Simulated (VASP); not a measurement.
Output of a VASP run:

OSZICAR:
```
       N       E                     dE             d eps       ncg     rms          rms(c)
DAV:   1     0.414695449522E+03    0.41470E+03   -0.18595E+04   520   0.148E+03
DAV:   2     0.424478078877E+02   -0.37225E+03   -0.36386E+03   652   0.332E+02
DAV:   3    -0.360272264131E+01   -0.46051E+02   -0.45820E+02   622   0.125E+02
DAV:   4    -0.541377247713E+01   -0.18110E+01   -0.18059E+01   678   0.337E+01
DAV:   5    -0.546484843075E+01   -0.51076E-01   -0.51023E-01   640   0.446E+00    0.386E+00
DAV:   6    -0.478456766784E+01    0.68028E+00   -0.13135E+00   734   0.108E+01    0.208E+00
DAV:   7    -0.472209680762E+01    0.62471E-01   -0.57537E-01   762   0.402E+00    0.956E-01
DAV:   8    -0.472851390517E+01   -0.64171E-02   -0.66876E-02   630   0.214E+00    0.198E-01
DAV:   9    -0.472748559151E+01    0.10283E-02   -0.12211E-02   734   0.804E-01    0.994E-02
DAV:  10    -0.472780595366E+01   -0.32036E-03   -0.11264E-03   560   0.210E-01    0.405E-02
DAV:  11    -0.472787875811E+01   -0.72804E-04   -0.13782E-04   632   0.975E-02    0.760E-03
DAV:  12    -0.472788087777E+01   -0.21197E-05   -0.17583E-05   680   0.476E-02    0.251E-03
DAV:  13    -0.472788119834E+01   -0.32057E-06   -0.12774E-06   628   0.766E-03    0.177E-03
DAV:  14    -0.472788129733E+01   -0.98986E-07   -0.27954E-07   464   0.531E-03
   1 F= -.47278813E+01 E0= -.47278813E+01  d E =-.571440E-17
```

OUTCAR:
```
------------------------ aborting loop because EDIFF is reached ----------------------------------------
  FORCE on cell =-STRESS in cart. coord.  units (eV):
  Direction    XX          YY          ZZ          XY          YZ          ZX
  --------------------------------------------------------------------------------------
  Total       -0.8062623     -0.8062623     -0.8062623     -0.0000000      0.0000000      0.0000000
  in kB       -6.0154400     -6.0154400     -6.0154400     -0.0000000      0.0000000      0.0000000
  external PRESSURE =      -6.0154400 kB  Pullay stress =       0.0000000 kB
  volume of cell :      214.74
      direct lattice vectors                 reciprocal lattice vectors
     5.988340857  0.000000000  0.000000000     0.166991162  0.000000000  0.000000000
     0.000000000  5.988340857  0.000000000     0.000000000  0.166991162  0.000000000
     0.000000000  0.000000000  5.988340857     0.000000000  0.000000000  0.166991162
 POSITION                                       TOTAL-FORCE (eV/Angst)
 -----------------------------------------------------------------------------------
      0.00000      0.00000      0.00000         0.000000      0.000000      0.000000
      2.99417      2.99417      2.99417         0.000000      0.000000      0.000000
      2.99417      0.00000      2.99417         0.000000      0.000000      0.000000
      0.00000      2.99417      2.99417         0.000000      0.000000      0.000000
      2.99417      2.99417      0.00000         0.000000      0.000000      0.000000
 -----------------------------------------------------------------------------------
    total drift:                                0.000000     -0.000000     -0.000000
  FREE ENERGIE OF THE ION-ELECTRON SYSTEM (eV)
  ---------------------------------------------------
  free  energy   TOTEN  =        -4.7278812973 eV

  energy  without entropy=       -4.7278812973  energy(sigma->0) =       -4.72788130
```
(Selected blocks of OUTCAR.)

File POSCAR:
```
CsPbBr3
1
    5.9883408570     0.0000000000     0.0000000000
    0.0000000000     5.9883408570     0.0000000000
    0.0000000000     0.0000000000     5.9883408570
Cs Pb Br
1 1 3
Direct
  0.0000000000   0.0000000000   0.0000000000
  0.5000000000   0.5000000000   0.5000000000
  0.5000000000   0.0000000000   0.5000000000
  0.0000000000   0.5000000000   0.5000000000
  0.5000000000   0.5000000000   0.0000000000
```

Task: Write an INCAR and KPOINTS that could have produced this output.

Result: This is not unique; one that fits is the input of the run itself, optB88-vdW, plane waves, VASP's PBE PAW potentials (set 64).

### KPOINTS
```
Automatic mesh
0
gamma
  4 4 4
0 0 0
```

### INCAR
```
SYSTEM = CsPbBr3
PREC = Accurate
ENCUT = 520
EDIFF = 1E-7
NELM = 100
ALGO = Normal
LREAL = .FALSE.
LASPH = .TRUE.
ISMEAR = 0
SIGMA = 0.05
GGA = BO
PARAM1 = 0.1833333333
PARAM2 = 0.22
LUSE_VDW = .TRUE.
AGGAC = 0.0
LMAXMIX = 4
LWAVE = .FALSE.
LCHARG = .FALSE.
ISIF = 2
```

POTCAR, in this order: Cs_sv Pb_d Br (PBE.64 set). Program: vasp_std.

The compound is CsPbBr3 in the cubic perovskite structure, the ideal cubic form; the compound distorts at low or room temperature. This cell is one point of a volume scan, at 1.03 of the reference volume.
